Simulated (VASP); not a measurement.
**SnSb (space group R3m): computed properties**

All values below come from PBEsol GGA, VASP's PBE PAW potentials (set 64) (plane waves; VASP).

| Item | Value |
|---|---|
| space group | R3m (160) |
| cell | a = 5.047 Å, b = 5.047 Å, c = 9.013 Å, α = 90.00°, β = 90.00°, γ = 120.00° |
| volume per atom | 33.14 Å³/atom |
| band gap (over mesh and band path) | none (metal, semimetal or under 0.01 eV) |
| band gap with spin-orbit coupling | none (metallic) |
| density | 6.03 g/cm³ |

```cif
data_Sb3Sn3
_chemical_formula_sum 'Sn3 Sb3'
_space_group_name_H-M_alt 'R3m :H'
_space_group_IT_number 160
_space_group_name_Hall 'R 3 -2"'
_cell_length_a 5.04691
_cell_length_b 5.04691
_cell_length_c 9.01310
_cell_angle_alpha 90.000
_cell_angle_beta 90.000
_cell_angle_gamma 120.000
loop_
_atom_site_label
_atom_site_type_symbol
_atom_site_symmetry_multiplicity
_atom_site_Wyckoff_symbol
_atom_site_fract_x
_atom_site_fract_y
_atom_site_fract_z
_atom_site_occupancy
Sn1 Sn 3 a 0.00000 0.00000 0.33993 1
Sb1 Sb 3 a 0.00000 0.00000 0.66007 1
```
(The calculation used a cell of 2 atoms; values per cell refer to that cell.)

Unless said otherwise, spin-orbit coupling is left out, though it shifts the bands of the heavy elements here.

The structure comes from a computed database's SnSb entry (R3m); how it stands against other phases isn't given here. It was relaxed first, which changed the volume by -13 %. Symmetry was kept, so distortions that lower it aren't found. The electron count is odd and the run is not spin-polarised, which forces a metal.
